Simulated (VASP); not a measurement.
Computed with PBE GGA with spin-orbit coupling, VASP's PBE PAW potentials (set 64) (plane waves; VASP 6.6.1).

A VASP calculation is set up with these files.

INCAR:
```
SYSTEM = PbO
PREC = Accurate; ENCUT = 520; LREAL = .FALSE.
LASPH = .TRUE.
EDIFF = 1E-6; NELM = 100; ALGO = Normal
LMAXMIX = 4
ISMEAR = 0; SIGMA = 0.05
GGA = PE; GGA_COMPAT = .FALSE.
MAGMOM = 12*0; LSORBIT = .TRUE.
ISIF = 2
LWAVE = .FALSE.; LCHARG = .FALSE.
```

### KPOINTS
```
Automatic mesh
0
Gamma
4 4 4
0 0 0
```

POSCAR:
```
PbO
1
    4.0596000000     0.0000000000     0.0000000000
    0.0000000000     4.0596000000     0.0000000000
    0.0000000000     0.0000000000     5.1204000000
Pb O
2 2
Direct
  0.5000000000   0.0000000000   0.7650000000
  0.0000000000   0.5000000000   0.2350000000
  0.5000000000   0.5000000000   0.0000000000
  0.0000000000   0.0000000000   0.0000000000
```

POTCAR, in this order: Pb_d O (PBE.64 set). Program: vasp_ncl.

Output of the run:

### OSZICAR
```
       N       E                     dE             d eps       ncg     rms          rms(c)
DAV:   1     0.544977892097E+03    0.54498E+03   -0.19020E+04  1728   0.196E+03
DAV:   2     0.725281277569E+02   -0.47245E+03   -0.45252E+03  1792   0.554E+02
DAV:   3    -0.199562239463E+02   -0.92484E+02   -0.87860E+02  2328   0.260E+02
DAV:   4    -0.266954334323E+02   -0.67392E+01   -0.66762E+01  2288   0.727E+01
DAV:   5    -0.268512870675E+02   -0.15585E+00   -0.15572E+00  2280   0.130E+01    0.123E+01
DAV:   6    -0.223932272953E+02    0.44581E+01   -0.24473E+01  2680   0.456E+01    0.564E+00
DAV:   7    -0.222529709260E+02    0.14026E+00   -0.33448E+00  2488   0.168E+01    0.264E+00
DAV:   8    -0.222522691073E+02    0.70182E-03   -0.79823E-01  2528   0.684E+00    0.100E+00
DAV:   9    -0.222291989828E+02    0.23070E-01   -0.88199E-02  2728   0.416E+00    0.248E-01
DAV:  10    -0.222313941335E+02   -0.21952E-02   -0.17118E-02  2144   0.967E-01    0.138E-01
DAV:  11    -0.222324086911E+02   -0.10146E-02   -0.15089E-03  2608   0.467E-01    0.738E-02
DAV:  12    -0.222322733010E+02    0.13539E-03   -0.91453E-04  2696   0.410E-01    0.259E-02
DAV:  13    -0.222322847393E+02   -0.11438E-04   -0.13038E-04  2456   0.102E-01    0.268E-02
DAV:  14    -0.222322779326E+02    0.68067E-05   -0.32036E-05  2600   0.514E-02    0.715E-03
DAV:  15    -0.222322775072E+02    0.42541E-06   -0.80155E-06  2208   0.221E-02
   1 F= -.22232278E+02 E0= -.22232278E+02  d E =-.129700E-13  mag=     0.0000    -0.0000     0.0000
```

File OUTCAR:
```
------------------------ aborting loop because EDIFF is reached ----------------------------------------
  FORCE on cell =-STRESS in cart. coord.  units (eV):
  Direction    XX          YY          ZZ          XY          YZ          ZX
  --------------------------------------------------------------------------------------
  Total       -0.1631336     -0.1631336     -0.0353117      0.0000000     -0.0000000      0.0000000
  in kB       -3.0973020     -3.0973020     -0.6704385      0.0000000     -0.0000000      0.0000000
  external PRESSURE =      -2.2883475 kB  Pullay stress =       0.0000000 kB
  volume of cell :       84.39
      direct lattice vectors                 reciprocal lattice vectors
     4.059600000  0.000000000  0.000000000     0.246329688  0.000000000  0.000000000
     0.000000000  4.059600000  0.000000000     0.000000000  0.246329688  0.000000000
     0.000000000  0.000000000  5.120400000     0.000000000  0.000000000  0.195297242
 POSITION                                       TOTAL-FORCE (eV/Angst)
 -----------------------------------------------------------------------------------
      2.02980      0.00000      3.91711         0.000000     -0.000000      0.271035
      0.00000      2.02980      1.20329         0.000000      0.000000     -0.271035
      2.02980      2.02980      0.00000        -0.000000      0.000000      0.000000
      0.00000      0.00000      0.00000         0.000000     -0.000000      0.000000
 -----------------------------------------------------------------------------------
    total drift:                                0.000000      0.000000      0.000000
  FREE ENERGIE OF THE ION-ELECTRON SYSTEM (eV)
  ---------------------------------------------------
  free  energy   TOTEN  =       -22.2322775072 eV

  energy  without entropy=      -22.2322775072  energy(sigma->0) =      -22.23227751

 Ion:    1  E_soc:     -0.7752922

 Ion:    2  E_soc:     -0.7752922

 Ion:    3  E_soc:     -0.0010193

 Ion:    4  E_soc:     -0.0010193
```
(Selected blocks of OUTCAR.)

The compound is PbO in the litharge structure. The cell was not relaxed at this level.
